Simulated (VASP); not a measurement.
An input for Quantum ESPRESSO's pw.x (written as the equivalent of a VASP run, and not itself run):

```
&CONTROL
  calculation = 'scf'
  pseudo_dir = './pseudo'
  outdir = './out'
  tprnfor = .true.
  tstress = .true.
/
&SYSTEM
  ibrav = 0
  nat = 2
  ntyp = 2
  ecutwfc = 88
  occupations = 'smearing'
  smearing = 'gaussian'
  degauss = 0.003675
  input_dft = 'vdw-df2-b86r'
/
&ELECTRONS
  conv_thr = 7.3e-09
  electron_maxstep = 100
/
ATOMIC_SPECIES
  Na 22.990 Na.upf
  Cl 35.450 Cl.upf
CELL_PARAMETERS angstrom
     0.0000000    2.8085665    2.8085665
     2.8085665    0.0000000    2.8085665
     2.8085665    2.8085665    0.0000000
ATOMIC_POSITIONS crystal
  Na   0.0000000  0.0000000  0.0000000
  Cl   0.5000000  0.5000000  0.5000000
K_POINTS automatic
  8 8 8 0 0 0
```

### Question
Write the VASP files for the same calculation (rev-vdW-DF2).

### Answer
Several could match; the one computed here: 
### KPOINTS
```
K-points
0
G
  8 8 8
0 0 0
```

**POSCAR**
```
NaCl
3.9719130
  0.0000000000   0.7071067417   0.7071067417
  0.7071067417   0.0000000000   0.7071067417
  0.7071067417   0.7071067417   0.0000000000
Na Cl
1 1
Cartesian
  0.0000000000   0.0000000000   0.0000000000
  0.7071067417   0.7071067417   0.7071067417
```

INCAR:
```
SYSTEM = NaCl
PREC = Accurate
ENCUT = 520
EDIFF = 1E-7
NELM = 100
ALGO = Normal
LREAL = .FALSE.
LASPH = .TRUE.
ISMEAR = 0
SIGMA = 0.05
GGA = MK
PARAM1 = 0.1234568
PARAM2 = 0.7114
ZAB_VDW = -1.8867
LUSE_VDW = .TRUE.
AGGAC = 0.0
LWAVE = .FALSE.
LCHARG = .FALSE.
ISIF = 2
```

POTCAR, in this order: Na_pv Cl (PBE.64 set). Program: vasp_std.

The two are equivalent in intent, not identical: the potentials are each code's own (VASP's PAW set, PseudoDojo norm-conserving files in pw.x), so ENCUT and ecutwfc are chosen apart and not converted; conv_thr bounds pw.x's estimated SCF error, while EDIFF bounds the energy change between steps.

The compound is NaCl in the rock salt structure. It was relaxed first.
